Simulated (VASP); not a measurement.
A run of VASP 6.6.1 is set up as follows.

The input INCAR:

```
PREC = Accurate
ENCUT = 520
EDIFF = 1E-7
ISMEAR = 0
SIGMA = 0.02
LREAL = False
LASPH = True
NELM = 100
ALGO = Normal
ISIF = 3
LWAVE = False
LCHARG = False
GGA = PS
IBRION = 2
NSW = 80
EDIFFG = -0.002
KPAR = 4
```

File KPOINTS:

```
regular mesh
0
Gamma
  8 8 8
```

File POSCAR:

```
Sn                                      
1.0
    0.0000000000      3.2676089727      3.2676089727
    3.2676089727     -0.0000000000      3.2676089727
    3.2676089727      3.2676089727     -0.0000000000
  Sn            
     2
Direct
     0.0000000000000000    0.0000000000000000    0.0000000000000000
     0.2500000000000000    0.2500000000000000    0.2500000000000000
```

Potentials or basis: VASP PAW PBE potentials, release 64 (Sn_d).

Launch:

```console
$ cat potpaw_PBE.64/Sn_d/POTCAR > POTCAR
$ mpirun -np 4 vasp_std > vasp.out
```

Problem. What does it give for the band gap on the k mesh?

Solution. None (metal or under the smearing width).

Final structure:
```
CELL_PARAMETERS angstrom
0.00000 3.26761 3.26761
3.26761 0.00000 3.26761
3.26761 3.26761 0.00000
ATOMIC_POSITIONS crystal
Sn 0.00000 0.00000 0.00000
Sn 0.25000 0.25000 0.25000
```

Caveat: the relaxation stopped at its first step, so nothing moved.
